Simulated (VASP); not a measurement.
Consider the following.

```yaml
crystal:
  lattice:
    - [0.00000, 2.40804, 2.40804]
    - [2.40804, 0.00000, 2.40804]
    - [2.40804, 2.40804, 0.00000]
  atoms:
    - { symbol: Be, position: [0.00000, 0.00000, 0.00000] }
    - { symbol: S, position: [0.25000, 0.25000, 0.25000] }
```

Calculation: PBE GGA with D3 dispersion (Becke-Johnson damping), VASP's PBE PAW potentials (set 64) (plane waves; VASP). Run with 400 eV cut-off, 11×11×11 Γ-centred mesh, tetrahedra with Blöchl corrections, potentials Be S.

Problem. Estimate the energy per atom (σ→0).

Solution. 
The energy per atom (σ→0) comes out as -5.308 eV/atom.

The structure comes from a measured BeS entry (F-43m) of the Crystallography Open Database, whose conditions weren't checked. It was relaxed first.
